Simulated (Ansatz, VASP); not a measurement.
# KSrCl3 in two plane-wave programs, part 2 of 3

Aim: how closely do two programs agree when they are given the same cell, functional and k mesh? The cell is generated by rule, not measured, and may not be a known phase. The cell is taken from a series of runs on this material, whose earlier steps may have relaxed, scaled, displaced or heated it; both programs get it as it stands.

VASP 6.6.1 and Ansatz 0.2.0.

So far: Starting point; VASP: relaxation of cell and atoms, PBEsol, pair 1.

**3. Ansatz: relaxation of cell and atoms, PBEsol, pair 1**

Level of this step: Ansatz beside VASP: Kohn-Sham DFT, plane waves, PBEsol (Ansatz).

Ansatz runs on its PAW soft_1 files.

The same cell, functional, mesh and smearing now go to Ansatz, which takes its cutoff from its data sets.

File input.yaml:

```yaml
crystal:
  lattice:
    - [5.5845481721, 0.0, 0.0]
    - [0.0, 5.5845481721, 0.0]
    - [0.0, 0.0, 5.5845481721]
  atoms:
    - { symbol: K, position: [0.0, 0.0, 0.0] }
    - { symbol: Sr, position: [0.5, 0.5, 0.5] }
    - { symbol: Cl, position: [0.5, 0.5, 0.0] }
    - { symbol: Cl, position: [0.5, 0.0, 0.5] }
    - { symbol: Cl, position: [0.0, 0.5, 0.5] }
kpoints:
  mp_grid: { grid: [4, 4, 4] }
hamiltonian:
  xc: pbesol
  pseudopotentials: { kind: paw, azcp: { folder: soft_1 }, xc_functional: pbe }
scf:
  occupations: { method: gaussian, width: 0.02 }
output:
  forces: true
  stress: true
  eigenvalues: true
  write_density: true
  write_potential: true
  elf: true
  volumetric_format: npy
relax:
  adjacent_minimum: "off"
  f_tol: 0.005
  max_steps: 80
  cell: { stress_tol: 0.05 }
```

Launch:

```
ansatz run input.yaml --threads 4 --pin off --max-ram 16384MiB --backend cpu --events-out ev --progress --plain --runs-dir out
```

Numbers of over 12 decimals in the logs are rounded to 6 here.

Log:

```text
Engine: ansatz 0.2.0, aarch64-unknown-linux-gnu
Pseudopotentials: kind: paw
Pseudopotential: K, paw, valence charge 9, recommended cutoff 420 eV (normal), soft_1/K.paw.azcp
Pseudopotential: Sr, paw, valence charge 10, recommended cutoff 420 eV (normal), soft_1/Sr.paw.azcp
Pseudopotential: Cl, paw, valence charge 7, recommended cutoff 420 eV (normal), soft_1/Cl.paw.azcp
Functional definition: PBEsol
  exchange = pbesol_x
  correlation = pbesol_c
Crystal: 5 atoms, lattice volume = 174.166 Å³
Basis set: ecut = 420 eV, 3407 PW (Γ), exchange–correlation on 80×80×80 points (8 copies of the dense FFT grid, shifted against one another)
Bands: 25, of which v1, the nominal top of the filled ones, is band 20 counted from 1 (19 counted from 0)
Symmetry: 48 space group operations
Space group: Pm-3m (ITA 221), of the structure as read, at distance tolerance 5.6e-5 Å
k-points: 10 of 64
Non-local potential: K, projectors of the file, l = 0: 3, l = 1: 2, l = 2: 2
Non-local potential: Sr, projectors of the file, l = 0: 3, l = 1: 2, l = 2: 2
Non-local potential: Cl, projectors of the file, l = 0: 2, l = 1: 2, l = 2: 1
PAW form: soft (Blöchl's): semilocal exchange-correlation on the pseudo side does not see the compensation charge
PAW frozen core: K, regenerated for the run's functional, and the local potential with it (the file was generated under x = pbe(κ = 0.804, μ = 0.219515), c = pbe(β = 0.066725))
PAW frozen core: Sr, regenerated for the run's functional, and the local potential with it (the file was generated under x = pbe(κ = 0.804, μ = 0.219515), c = pbe(β = 0.066725))
PAW frozen core: Cl, regenerated for the run's functional, and the local potential with it (the file was generated under x = pbe(κ = 0.804, μ = 0.219515), c = pbe(β = 0.066725))
PAW one-centre angular grid: K, 110 points (default); XC on 64 Gauss nodes
PAW one-centre angular grid: Sr, 110 points (default); XC on 64 Gauss nodes
PAW one-centre angular grid: Cl, 110 points (default); XC on 64 Gauss nodes
Initial density: superposition of atomic densities (chi_scale 0.1, normalization cell, long waves kept (reshape's long-wave potential 0.01 eV rms))
Initial wavefunctions: pseudopotential atomic-orbital guess
Functional: x = pbesol(κ = 0.804, μ = 0.123457), c = pbesol(β = 0.046)
SCF iter   1: F=—  HF=-8203.790425 eV  |F-HF|=—  |Δ(HF+E_count)|=         —  Δρ=4.06e-2  dr2=5.24e0  ethr=3.10e-3  ⟨swp⟩=12.4  Hψ=1834  notcnv=0
preconditioner: auto → Resta (q_TF=auto, 2.135 Å⁻¹)  ε∞=2.8  [insulator: Δε(μ)=3.356 eV  Ē_g=11.404 eV  σ=0.020 eV  W_gap=1.00  n_scr=26 (ndim 8)  ℏωp=15.4 eV  f_vac=0.002  D(μ)=0.00/eV (n_scr^D=0)  ε∞_Penn≈2.8]
SCF iter   2: F=—  HF=-8201.890902 eV  |F-HF|=—  |Δ(HF+E_count)|=    1.90e0  Δρ=1.39e-2  dr2=7.99e-1  ethr=3.10e-3  ⟨swp⟩=4.4  Hψ=681  notcnv=0  defer=10
SCF iter   3: F=—  HF=-8201.579826 eV  |F-HF|=—  |Δ(HF+E_count)|=   3.11e-1  Δρ=5.20e-3  dr2=7.74e-2  ethr=2.00e-3  ⟨swp⟩=3.9  Hψ=598  notcnv=0  defer=10
SCF iter   4: F=—  HF=-8201.579871 eV  |F-HF|=—  |Δ(HF+E_count)|=   4.50e-5  Δρ=1.10e-3  dr2=3.49e-3  ethr=1.93e-4  ⟨swp⟩=5.0  Hψ=594  notcnv=0  defer=10
SCF iter   5: F=—  HF=-8201.582596 eV  |F-HF|=—  |Δ(HF+E_count)|=   2.73e-3  Δρ=2.98e-4  dr2=2.03e-4  ethr=8.72e-6  ⟨swp⟩=2.7  Hψ=453  notcnv=0  defer=10
SCF iter   6: F=—  HF=-8201.583117 eV  |F-HF|=—  |Δ(HF+E_count)|=   5.21e-4  Δρ=5.59e-5  dr2=1.01e-5  ethr=5.07e-7  ⟨swp⟩=2.0  Hψ=411  notcnv=0  defer=10
SCF iter   7: F=—  HF=-8201.583226 eV  |F-HF|=—  |Δ(HF+E_count)|=   1.09e-4  Δρ=1.50e-5  dr2=1.17e-6  ethr=2.52e-8  ⟨swp⟩=2.2  Hψ=409  notcnv=0  defer=10
SCF iter   8: F=-8201.583228 eV  HF=-8201.583228 eV  |F-HF|=2.51e-8  |Δ(HF+E_count)|=   1.74e-6  Δρ=2.94e-6  dr2=1.61e-8  ethr=2.50e-10  ⟨swp⟩=20.5  Hψ=2709  notcnv=0
SCF 1 converged in 8 iterations: F = -8201.583228 eV  dr2 = 1.61e-8
  greatest PAW one-centre occupation: 0.987 electrons in one spin orbital (limit 2), on the Sr atom at site 1 (counted from 0), in its partial waves of l = 0
relax step   1: F+E_penalty+E_count = -8201.58322784 eV  Δ(F+E_penalty+E_count) = +0.000e0 eV  max|allowed force component| = 1.862e-29 eV/Å  Δτ_max = 0.0000 Å  P = +0.000 GPa  Ω = 174.166 Å³  (8 SCF iters, dr2 threshold 1.00e-7 eV, accepted)
Initial density: handed on by an earlier stage of this run
Initial wavefunctions: pseudopotential atomic-orbital guess (no wavefunctions were taken with the density)
iter 1 solved again at ethr=2.33e-7 eV; its pass at ethr=3.10e-3 eV (dr2=9.30e-5 eV) is discarded
SCF iter   1: F=—  HF=-8201.583141 eV  |F-HF|=—  |Δ(HF+E_count)|=         —  Δρ=3.46e-6  dr2=1.89e-8  ethr=2.33e-7  ⟨swp⟩=4.4  Hψ=2647  notcnv=0
eigensolver tolerance schedule: the retry pair's looser diagonalisation over-reported the residual by 4924.12 of it (diagonalisation noise at 0.59 of the residual, at the tolerance the schedule requests for it); recorded, not acted on — ethr = c·dr2/N_el stays at c = 1.0e-1
preconditioner: auto → Resta (q_TF=auto, 2.135 Å⁻¹)  ε∞=2.5  [insulator: Δε(μ)=4.461 eV  Ē_g=13.662 eV  σ=0.020 eV  W_gap=1.00  n_scr=26 (ndim 8)  ℏωp=16.9 eV  f_vac=0.128  D(μ)=0.00/eV (n_scr^D=0)  ε∞_Penn≈2.5]
SCF iter   2: F=—  HF=-8201.583228 eV  |F-HF|=—  |Δ(HF+E_count)|=   8.64e-5  Δρ=1.92e-6  dr2=6.36e-9  ethr=4.72e-11  ⟨swp⟩=3.9  Hψ=664  notcnv=0
SCF iter   3: F=—  HF=-8201.583228 eV  |F-HF|=—  |Δ(HF+E_count)|=   1.24e-8  Δρ=6.50e-7  dr2=9.94e-10  ethr=1.59e-11  ⟨swp⟩=2.1  Hψ=396  notcnv=0
SCF iter   4: F=—  HF=-8201.583228 eV  |F-HF|=—  |Δ(HF+E_count)|=   1.32e-9  Δρ=3.57e-7  dr2=1.36e-10  ethr=2.49e-12  ⟨swp⟩=2.0  Hψ=372  notcnv=0
SCF iter   5: F=-8201.583228 eV  HF=-8201.583228 eV  |F-HF|=2.55e-11  |Δ(HF+E_count)|=  1.53e-10  Δρ=1.90e-7  dr2=2.98e-11  ethr=1.00e-12  ⟨swp⟩=9.6  Hψ=1619  notcnv=0
SCF 2 converged in 5 iterations: F = -8201.583228 eV  dr2 = 2.98e-11
relax step   2: F+E_penalty+E_count = -8201.58322784 eV  Δ(F+E_penalty+E_count) = -4.948e-9 eV  max|allowed force component| = 2.244e-29 eV/Å  Δτ_max = 0.0000 Å  P = +0.001 GPa  Ω = 174.166 Å³  stress off target by 5.11e-4 GPa  SCF on the basis re-selected at this cell (its energy is not comparable with the rows above)  (5 SCF iters)
basis re-selected at this cell: Δ(F+E_penalty+E_count) = -4.948e-9 eV, ΔP = +0.000 GPa vs the last step (what re-selecting the basis moved, of the pressure what is left beyond the Pulay correction that the steps carried, after the strain that the cell walked since its last selection, with what the two solves' SCF thresholds leave and, on support functions, any second-order correction that the steps lacked; it is no m [...]
SCF converged after 5 iterations
Free energy (F): -8201.583228 eV
Harris-Foulkes:  -8201.583228 eV  (|F-HF|=2.55e-11)
Internal energy: -8201.583228 eV  (E = F + TS)
E sigma→0 (E₀):  -8201.583228 eV
Fermi energy:    3.017528 eV
--- Per-component energies (eV) ---
  E_band       = -334.480843
  E_kinetic    = 946.454248
  E_local      = -2315.873823  (includes V_loc(G=0)·N_el)
  E_nonlocal   = 342.979605
  E_hartree    = 721.834038
  E_xc         = -627.667852
  E_vxc        = -668.830874  (∫ρ·V_xc dr)
  E_paw        = -5327.253201  (= ΣΔE_a)
  E_vpaw       = -82.878413  (= ΣTr[D̂ρ^β])
  E_aug_tail   = 0.000304  (compensation charges beyond the density's cutoff)
  E_ewald      = -1942.534077
  E_core_change = 0.477530  (= ΣΔE_core)
  E_smearing   = -0.000000  (= −TS)
  E_closure    = -0.000000  (closes the sum)
  Σ components = -8201.583228   (vs F -8201.583228, Δ=0.00e0)
--- Forces (eV/Å), atoms counted from 1 ---
  atom   1  K     -0.00000000     0.00000000     0.00000000
  atom   2  Sr     0.00000000    -0.00000000    -0.00000000
  atom   3  Cl     0.00000000    -0.00000000    -0.00000000
  atom   4  Cl    -0.00000000    -0.00000000     0.00000000
  atom   5  Cl     0.00000000     0.00000000     0.00000000
  max |Σ_I F_I| component: 3.50e-29 eV/Å
--- Stress (GPa, compression-positive) ---
        0.000511      -0.000000       0.000000
        0.000000       0.000511       0.000000
        0.000000       0.000000       0.000511
  P = ⅓ Tr σ = 0.0005 GPa (0.005 kbar)
--- Band table (eV; the first three rows and the last of 10) ---
  k-point 0: bands = [... 16 lower, 0.3464, 0.5739, 0.5739, 0.5739, 5.2478, 6.7541, 6.7541, 6.7541, ... 1 higher]
  k-point 1: bands = [... 16 lower, 0.2406, 0.2926, 0.5271, 0.5271, 5.8089, 6.8608, 7.2702, 7.2702, ... 1 higher]
  k-point 2: bands = [... 16 lower, 0.0628, 0.2406, 0.5032, 0.5032, 6.9004, 6.9875, 7.1338, 7.9916, ... 1 higher]
  k-point 9: bands = [... 16 lower, -0.5877, 0.7871, 0.7871, 0.7871, 6.8588, 8.0472, 8.0472, 8.0472, ... 1 higher]
--- Relaxed structure (1 steps of the walk, 1 accepted, 1 SCFs on fresh bases) ---
  F+E_penalty+E_count = -8201.58322784 eV   max|allowed force component| = 2.244e-29 eV/Å   (the final SCF, on the basis selected at the relaxed cell)
  cell:  # Å, volume = 174.1663 Å³
    - [5.5845481721, 0.0, 0.0]
    - [0.0, 5.5845481721, 0.0]
    - [0.0, 0.0, 5.5845481721]
  atoms:
    - { symbol: K, position: [0.0, 0.0, 0.0] }
    - { symbol: Sr, position: [0.5, 0.5, 0.5] }
    - { symbol: Cl, position: [0.5, 0.5, 0.0] }
    - { symbol: Cl, position: [0.5, 0.0, 0.5] }
    - { symbol: Cl, position: [0.0, 0.5, 0.5] }
```

**4. Differences**

Known differences besides the potentials themselves: the cutoff is 420 eV in Ansatz and 500 eV in VASP; Ansatz makes its cores anew for this functional, VASP keeps those of its PBE data sets; Ansatz adds a Pulay correction to the stress that steers its cell, VASP none. Total energies have different zeros and are not compared.

The two programs side by side:

| quantity | Ansatz | VASP | difference |
| --- | --- | --- | --- |
| volume (Å³) | 174.17 | 174.57 | -0.23 % |
| edge a after relaxation, in the typed setting (Å) | 5.585 | 5.589 | -0.08 % |

**5. VASP: relaxation of cell and atoms, PBEsol, pair 2**

The relaxed volume is the usual yardstick between codes: in a stiff, nearly cubic crystal its relative difference is about their pressure difference at one cell divided by the bulk modulus. This pair takes another cell of the material, with 10 atoms against 5 for the pair before.

File INCAR:

```
SYSTEM = KSrCl3
PREC = Accurate
ENCUT = 500
EDIFF = 1E-07
NELM = 120
ISMEAR = 0
SIGMA = 0.01
LREAL = .FALSE.
ALGO = Normal
GGA = PS
NBANDS = 50
LORBIT = 11
LWAVE = .FALSE.
LCHARG = .FALSE.
ISIF = 3
IBRION = 2
NSW = 80
EDIFFG = -0.005
LASPH = .TRUE.
GGA_COMPAT = .FALSE.
NELMIN = 4
EFERMI = MIDGAP
KPAR = 2
```

File POSCAR:

```
KSrCl3
1.0
    3.8722120000      2.2356220000      6.2083330000
   -3.8722120000      2.2356220000      6.2083330000
    0.0000000000     -4.4712450000      6.2083330000
K Sr Cl
2 2 6
Direct
    0.7500000962      0.7500000962      0.7499999284
    0.2500000321      0.2500000321      0.2499999761
    0.5000000641      0.5000000641      0.4999999523
    0.0000000000      0.0000000000      0.0000000000
    0.3554128704      0.7499999953      0.1445870941
    0.6445872042      0.2500000793      0.8554127568
    0.1445872965      0.3554127885      0.7499998748
    0.8554127781      0.6445872861      0.2499999761
    0.2500001140      0.8554127308      0.6445871955
    0.7499999606      0.1445873437      0.3554126554
```

File KPOINTS:

```
Automatic mesh
0
Gamma
3 3 3
0 0 0
```

The projector-augmented-wave data sets are K_sv, Sr_sv and Cl (PBE family, release 64).

Launch:

```
mpirun -np 2 vasp_std
```

Log:

```text
[banner, memory and clock lines left out]
running    2 mpi-ranks, on    1 nodes
[...]
[... a notice as in an earlier step ...]

 LDA part: xc-table for (Slater+PW92), standard interpolation
 POSCAR, INCAR and KPOINTS ok, starting setup
[...]
entering main loop
       N       E                     dE             d eps       ncg     rms          rms(c)
DAV:   1     0.621670408955E+03    0.62167E+03   -0.35547E+04   600   0.137E+03
DAV:   2     0.161699449425E+02   -0.60550E+03   -0.58820E+03   830   0.319E+02
DAV:   3    -0.394156972592E+02   -0.55586E+02   -0.55381E+02   808   0.902E+01
DAV:   4    -0.412247590559E+02   -0.18091E+01   -0.18045E+01   888   0.178E+01
[...]
DAV:  13    -0.402913842070E+02   -0.25703E-05   -0.62979E-06   848   0.100E-02    0.534E-03
DAV:  14    -0.402913843557E+02   -0.14873E-06   -0.61041E-07   696   0.326E-03    0.203E-03
DAV:  15    -0.402913844530E+02   -0.97321E-07   -0.12398E-07   480   0.153E-03
   1 F= -.40291384E+02 E0= -.40291384E+02  d E =-.402914E+02
[...]
N       E                     dE             d eps       ncg     rms          rms(c)
DAV:   1    -0.402949420359E+02   -0.35577E-02   -0.77878E-02   698   0.130E+00    0.407E-01
DAV:   2    -0.402922741871E+02    0.26678E-02   -0.71109E-03   728   0.351E-01    0.146E-01
DAV:   3    -0.402917207032E+02    0.55348E-03   -0.12338E-03   724   0.147E-01    0.113E-01
DAV:   4    -0.402916795430E+02    0.41160E-04   -0.43634E-04   928   0.635E-02    0.650E-02
DAV:   5    -0.402916833635E+02   -0.38206E-05   -0.22138E-05   880   0.196E-02    0.238E-02
DAV:   6    -0.402916818376E+02    0.15259E-05   -0.79334E-06   952   0.838E-03    0.658E-03
DAV:   7    -0.402916799335E+02    0.19042E-05   -0.56636E-07   864   0.330E-03    0.130E-03
DAV:   8    -0.402916799095E+02    0.23918E-07   -0.66186E-08   480   0.122E-03
   2 F= -.40291680E+02 E0= -.40291680E+02  d E =-.295457E-03
 trial-energy change:   -0.000295  1 .order   -0.000294   -0.000477   -0.000111
 step:   1.2937(harm=  1.3032)  dis= 0.00032  next Energy=   -40.291696 (dE=-0.312E-03)
 reached required accuracy - stopping structural energy minimisation
```

Parts of OUTCAR (step 5):

```text
  Total        0.0476227      0.0476227      0.0223822     -0.0000000     -0.0000000      0.0000000
  in kB        0.2360111      0.2360111      0.1109230     -0.0000000     -0.0000000      0.0000000
  external PRESSURE =       0.1943151 kB  Pullay stress =       0.0000000 kB

 POSITION                                       TOTAL-FORCE (eV/Angst)
 -----------------------------------------------------------------------------------
      0.00000     -0.00000     13.97720        -0.000000     -0.000000     -0.000000
      0.00000      0.00000      4.65907        -0.000000     -0.000000      0.000000
      0.00000     -0.00000      9.31814        -0.000000     -0.000000      0.000000
     -3.87598      2.23780      6.21209        -0.000000     -0.000000     -0.000000
     -1.52929      1.82679      7.76511         0.001556      0.002695     -0.000000
      1.52929     -1.82679     10.87116        -0.001556     -0.002695      0.000000
     -0.81740     -2.23780      7.76511        -0.003112     -0.000000     -0.000000
      0.81740      2.23780     10.87116         0.003112     -0.000000      0.000000
     -2.34669     -0.41101     10.87116        -0.001556      0.002695     -0.000000
      2.34669      0.41101      7.76511         0.001556     -0.002695      0.000000
 -----------------------------------------------------------------------------------
    total drift:                               -0.000348     -0.000725      0.004226

  FREE ENERGIE OF THE ION-ELECTRON SYSTEM (eV)
  ---------------------------------------------------
  free  energy   TOTEN  =       -40.2916799095 eV

  energy  without entropy=      -40.2916799095  energy(sigma->0) =      -40.29167991

[... 1 part as in an earlier step ...]

[... 3 further parts left out ...]
[key lines of the parts left out:]
E-fermi :   0.9934
```

The run keeps the 12 symmetry operations of its start, so it cannot find a distortion of lower symmetry.

**6. Ansatz: relaxation of cell and atoms, PBEsol, pair 2**

The same cell, functional and mesh now go to Ansatz, which takes its cutoff from its data sets.

The cell is taken from a series of runs on this material, whose earlier steps may have relaxed, scaled, displaced or heated it; both programs get it as it stands.

File input.yaml:

```yaml
crystal:
  lattice:
    - [3.8722117306, 2.235622485, 6.2083331161]
    - [-3.8722117306, 2.235622485, 6.2083331161]
    - [0.0, -4.47124497, 6.2083331161]
  atoms:
    - { symbol: K, position: [0.75, 0.75, 0.75] }
    - { symbol: K, position: [0.25, 0.25, 0.25] }
    - { symbol: Sr, position: [0.5, 0.5, 0.5] }
    - { symbol: Sr, position: [0.0, 0.0, 0.0] }
    - { symbol: Cl, position: [0.3554127781, 0.75, 0.1445872219] }
    - { symbol: Cl, position: [0.6445872219, 0.25, 0.8554127781] }
    - { symbol: Cl, position: [0.1445872219, 0.3554127781, 0.75] }
    - { symbol: Cl, position: [0.8554127781, 0.6445872219, 0.25] }
    - { symbol: Cl, position: [0.25, 0.8554127781, 0.6445872219] }
    - { symbol: Cl, position: [0.75, 0.1445872219, 0.3554127781] }
kpoints:
  mp_grid: { grid: [3, 3, 3] }
hamiltonian:
  xc: pbesol
  pseudopotentials: { kind: paw, azcp: { folder: soft_1 }, xc_functional: pbe }
scf:
  occupations: { method: fixed }
output:
  forces: true
  stress: true
  eigenvalues: true
relax:
  adjacent_minimum: "off"
  f_tol: 0.001
  max_steps: 60
  cell: { stress_tol: 0.01 }
```

Launch:

```
ansatz run input.yaml --threads 4 --pin off --max-ram 16384MiB --backend cpu --events-out ev --progress --plain --runs-dir out
```

Log:

```text
[...]
Crystal: 10 atoms, lattice volume = 322.466 Å³
Basis set: ecut = 420 eV, 6279 PW (Γ), exchange–correlation on 108×108×108 points (8 copies of the dense FFT grid, shifted against one another)
Bands: 50, of which v1, the nominal top of the filled ones, is band 40 counted from 1 (39 counted from 0)
Symmetry: 12 space group operations
[...]
k-points: 6 of 27
[...]
- { symbol: Sr, position: [0.5, 0.5, 0.5] }
    - { symbol: Sr, position: [0.0, 0.0, 0.0] }
    - { symbol: Cl, position: [0.355413, 0.750000, 0.144587] }
    - { symbol: Cl, position: [0.6445872219, 0.25, 0.8554127781] }
    - { symbol: Cl, position: [0.1445872219, 0.355413, 0.75] }
    - { symbol: Cl, position: [0.8554127781, 0.644587, 0.25] }
    - { symbol: Cl, position: [0.250000, 0.8554127781, 0.6445872219] }
    - { symbol: Cl, position: [0.75, 0.144587, 0.3554127781] }
[key lines of the parts left out:]
SCF converged after 6 iterations
Free energy (F): -16403.827177 eV
Fermi energy:    1.092599 eV
P = ⅓ Tr σ = 0.0078 GPa (0.078 kbar)
```

**7. Comparison**

What differs besides the data sets and the points named for the pairs above, as far as they apply: fixed occupations in Ansatz, narrow Gaussian smearing in VASP. Total energies have different zeros and are not compared.

The two programs side by side:

| quantity | Ansatz | VASP | difference |
| --- | --- | --- | --- |
| volume (Å³) | 322.47 | 323.29 | -0.25 % |
| edge a after relaxation, in the typed setting (Å) | 7.651 | 7.656 | -0.07 % |

(Continued in part 3 of 3.)

[Lines on the potential files, build, host, timing and source positions are cut from VASP's logs without a mark.]

[Logs are printed without paths, hosts, clocks, repeated set-up lines and the standing remarks that a program may print on its own settings, such as how far it seeks lower states.]

[Hosts, paths, dates, database ids (printed as entryN), source tags and the programs' standing remarks are cut or masked in the printed files.]
